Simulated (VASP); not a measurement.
Given:

```xyz
2
Lattice="4.2561 0.0000 0.0000 0.0000 4.2561 0.0000 0.0000 0.0000 4.2561" Properties=species:S:1:pos:R:3 pbc="T T T"
Cs     0.0000     0.0000     0.0000
Br     2.1281     2.1281     2.1281
```

Computed with PBE GGA, VASP's PBE PAW potentials (set 64) (plane waves; VASP). Numerical set-up: 300 eV cut-off, 6×6×6 Γ-centred mesh, Fermi-Dirac smearing of 0.010 eV, potentials Cs_sv Br.

Unless said otherwise, spin-orbit coupling is left out, though it shifts the bands of the heavy elements here.

Problem. Give the energies of bands 3 to 11 at the high-symmetry points, in eV from the valence-band maximum.

Solution. 
```csv
band,Γ,X,M,R
3,-6.34,-6.73,-6.97,-6.76
4,-6.34,-6.22,-6.97,-6.76
5,-6.34,-6.22,-6.15,-6.76
6,0.00,-1.38,-0.58,-1.24
7,0.00,-0.23,-0.58,-1.24
8,0.00,-0.23,-0.01,-1.24
9,4.60,5.92,5.27,8.42
10,4.88,7.41,5.51,8.42
11,4.88,7.89,7.25,8.42
```

The gap is direct, 4.60 eV, from the valence maximum at Γ to the conduction minimum at Γ.

The structure is a typed CsBr crystal (Pm-3m). The cell was not relaxed at this level.
